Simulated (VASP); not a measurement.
Computed with TPSS meta-GGA, VASP's PBE PAW potentials (set 64) (plane waves; VASP).

The input files of a VASP run:

**KPOINTS**
```
Automatic mesh
0
Gamma
9 9 9
0 0 0
```

### KPOINTS_OPT
```
k-points along high-symmetry lines
10
Line-mode
Reciprocal
  0.000000   0.000000   0.000000 ! GAMMA
 -0.500000  -0.500000   0.000000 ! X

 -0.500000  -0.500000   0.000000 ! X
 -0.375000  -0.375000   0.250000 ! U

 -0.375000  -0.000000   0.375000 ! K
  0.000000   0.000000   0.000000 ! GAMMA

  0.000000   0.000000   0.000000 ! GAMMA
 -0.000000  -0.000000   0.500000 ! L

 -0.000000  -0.000000   0.500000 ! L
 -0.500000  -0.250000   0.250000 ! W

 -0.500000  -0.250000   0.250000 ! W
 -0.500000  -0.500000   0.000000 ! X
```

**INCAR**
```
SYSTEM = InP
PREC = Accurate
ENCUT = 520
EDIFF = 1E-7
NELM = 100
ALGO = Normal
LREAL = .FALSE.
LASPH = .TRUE.
ISMEAR = -5
METAGGA = TPSS
LMIXTAU = .TRUE.
LMAXMIX = 4
LWAVE = .FALSE.
LCHARG = .FALSE.
LORBIT = 11
NEDOS = 601
ISIF = 2
```

File POSCAR:
```
InP
1.0
  0.0000000000   2.9727212937   2.9727212937
  2.9727212937   0.0000000000   2.9727212937
  2.9727212937   2.9727212937   0.0000000000
In P
1 1
direct
  0.0000000000   0.0000000000   0.0000000000
  0.2500000000   0.2500000000   0.2500000000
```

POTCAR, in this order: In_d P (PBE.64 set). Program: vasp_std.

The resulting files:

OSZICAR:
```
       N       E                     dE             d eps       ncg     rms          rms(c)
DAV:   1     0.951555864904E+02    0.95156E+02   -0.86334E+03   910   0.154E+03
DAV:   2    -0.159306990762E+02   -0.11109E+03   -0.10813E+03   920   0.332E+02
DAV:   3    -0.240337809629E+02   -0.81031E+01   -0.80576E+01  1210   0.974E+01
DAV:   4    -0.242277255644E+02   -0.19394E+00   -0.19383E+00  1059   0.166E+01
DAV:   5    -0.242355516225E+02   -0.78261E-02   -0.78258E-02  1358   0.298E+00    0.655E+00
DAV:   6    -0.212714769920E+02    0.29641E+01   -0.59150E+00   950   0.436E+01    0.295E+00
DAV:   7    -0.212350284146E+02    0.36449E-01   -0.35337E-01  1277   0.648E+00    0.188E+00
DAV:   8    -0.210840277643E+02    0.15100E+00   -0.37402E-01   915   0.581E+00    0.128E+00
DAV:   9    -0.212511775276E+02   -0.16715E+00   -0.17221E-01   930   0.428E+00    0.720E-01
DAV:  10    -0.212179969705E+02    0.33181E-01   -0.97530E-02   949   0.353E+00    0.559E-01
DAV:  11    -0.212444971464E+02   -0.26500E-01   -0.87138E-03  1090   0.948E-01    0.111E-01
DAV:  12    -0.212692920258E+02   -0.24795E-01   -0.13493E-02   925   0.117E+00    0.681E-02
DAV:  13    -0.212698224114E+02   -0.53039E-03   -0.18904E-03  1140   0.518E-01    0.130E-01
DAV:  14    -0.212694375870E+02    0.38482E-03   -0.75401E-04   940   0.355E-01    0.361E-02
DAV:  15    -0.212703599120E+02   -0.92232E-03   -0.39055E-04   930   0.255E-01    0.210E-02
DAV:  16    -0.212705591579E+02   -0.19925E-03   -0.78319E-05  1145   0.155E-01    0.252E-02
DAV:  17    -0.212705677953E+02   -0.86374E-05   -0.11075E-05  1005   0.419E-02    0.235E-02
DAV:  18    -0.212705664281E+02    0.13672E-05   -0.46382E-07  1193   0.637E-03    0.247E-02
DAV:  19    -0.212705698737E+02   -0.34456E-05   -0.37619E-06  1141   0.284E-02    0.697E-03
DAV:  20    -0.212705712907E+02   -0.14170E-05   -0.19143E-06   955   0.161E-02    0.287E-03
DAV:  21    -0.212705715730E+02   -0.28234E-06   -0.37413E-07   925   0.763E-03    0.183E-03
DAV:  22    -0.212705718999E+02   -0.32689E-06   -0.67880E-08   660   0.336E-03    0.189E-03
DAV:  23    -0.212705717954E+02    0.10453E-06   -0.20403E-08   500   0.210E-03    0.130E-03
DAV:  24    -0.212705718050E+02   -0.96700E-08   -0.14618E-08   485   0.123E-03
   1 F= -.21270572E+02 E0= -.21270572E+02  d E =0.000000E+00
       N       E                     dE             ncg
       N       E                     dE             ncg
```

File OUTCAR:
```
------------------------ aborting loop because EDIFF is reached ----------------------------------------
  FORCE on cell =-STRESS in cart. coord.  units (eV):
  Direction    XX          YY          ZZ          XY          YZ          ZX
  --------------------------------------------------------------------------------------
  Total        0.0115470      0.0115470      0.0115470      0.0000000     -0.0000000      0.0000000
  in kB        0.3521158      0.3521158      0.3521158      0.0000000     -0.0000000      0.0000000
  external PRESSURE =       0.3521158 kB  Pullay stress =       0.0000000 kB
  volume of cell :       52.54
      direct lattice vectors                 reciprocal lattice vectors
     0.000000000  2.972721294  2.972721294    -0.168196057  0.168196057  0.168196057
     2.972721294  0.000000000  2.972721294     0.168196057 -0.168196057  0.168196057
     2.972721294  2.972721294  0.000000000     0.168196057  0.168196057 -0.168196057
  FREE ENERGIE OF THE ION-ELECTRON SYSTEM (eV)
  ---------------------------------------------------
  free  energy   TOTEN  =       -21.2705718050 eV

  energy  without entropy=      -21.2705718050  energy(sigma->0) =      -21.27057181

 total charge

# of ion       s       p       d       tot
------------------------------------------
    1        0.762   0.713   9.894  11.368
    2        1.037   1.499   0.000   2.536
--------------------------------------------------
tot          1.798   2.212   9.894  13.904
```
(Selected blocks of OUTCAR.)

**OUTCAR**
```
 val. band max:        4.6981711693   @ k =   0.0000   0.0000   0.0000

 cond. band min:       5.3058560889   @ k =   0.0000   0.0000   0.0000


 Fermi energy:         4.7378931469

 k-point     1 :       0.0000    0.0000    0.0000
  band No.  band energies     occupation
      1      -9.4762      2.00000
      2      -9.4762      2.00000
      3      -9.4762      2.00000
      4      -9.3390      2.00000
      5      -9.3390      2.00000
      6      -6.7262      2.00000
      7       4.6982      2.00000
      8       4.6982      2.00000
      9       4.6982      2.00000
     10       5.3059      0.00000
     11       8.9374      0.00000
     12       8.9374      0.00000
     13       8.9374      0.00000

 k-point     2 :       0.1111    0.0000    0.0000
  band No.  band energies     occupation
      1      -9.4901      2.00000
      2      -9.4709      2.00000
      3      -9.4709      2.00000
      4      -9.3390      2.00000
      5      -9.3390      2.00000
      6      -6.5915      2.00000
      7       3.3738      2.00000
      8       4.5582      2.00000
      9       4.5582      2.00000
     10       6.2082      0.00000
     11       8.9956      0.00000
     12       9.1530      0.00000
     13       9.1530      0.00000

 k-point     3 :       0.2222    0.0000    0.0000
  band No.  band energies     occupation
      1      -9.5235      2.00000
      2      -9.4585      2.00000
      3      -9.4585      2.00000
      4      -9.3373      2.00000
      5      -9.3373      2.00000
      6      -6.2101      2.00000
      7       1.7227      2.00000
      8       4.2544      2.00000
      9       4.2544      2.00000
     10       6.5129      0.00000
     11       9.5435      0.00000
     12       9.5435      0.00000
     13       9.7285      0.00000

 k-point     4 :       0.3333    0.0000    0.0000
  band No.  band energies     occupation
      1      -9.5598      2.00000
      2      -9.4472      2.00000
      3      -9.4472      2.00000
...
```

Unless said otherwise, spin-orbit coupling is left out, though it shifts the bands of the heavy elements here.

The compound is InP in the zinc blende structure. It was relaxed first.
